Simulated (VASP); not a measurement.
Input of a VASP 6.6.1 run:

File INCAR:

```
SYSTEM = TiP5
PREC = Accurate
ENCUT = 520
EDIFF = 1E-7
ISMEAR = 0
SIGMA = 0.1
LREAL = .False.
LASPH = .True.
NELM = 100
ALGO = Normal
ISIF = 2
LWAVE = .False.
LCHARG = .False.
GGA = PE
NBANDS = 28
```

The input KPOINTS:

```
Automatic mesh
0
Gamma
  4 4 4
  0 0 0
```

The input POSCAR:

```
TiP5
1.0
    0.0000000000      4.0024819300      4.0024819300
    4.0024819300      0.0000000000      4.0024819300
    4.0024819300      4.0024819300      0.0000000000
Ti P
1 5
Direct
    0.0000000000      0.0000000000      0.0000000000
    0.2500000000      0.2500000000      0.2500000000
    0.1250000000      0.6250000000      0.6250000000
    0.6250000000      0.6250000000      0.6250000000
    0.6250000000      0.1250000000      0.6250000000
    0.6250000000      0.6250000000      0.1250000000
```

Potentials or basis: VASP PAW PBE potentials, release 64 (Ti_sv, P).

Launch:

```console
$ cat potpaw_PBE.64/Ti_sv/POTCAR potpaw_PBE.64/P/POTCAR > POTCAR
$ mpirun -np 1 vasp_std > vasp.out
```

**Question.** What does it give for the pressure?

**Answer.** -18.0 GPa.

**Question.** What does it give for the band gap on the k mesh?

**Answer.** None (metal or under the smearing width).

Caveat: so large a pressure means that the cell lies far from this level's equilibrium, or that cutoff or potentials fall short.
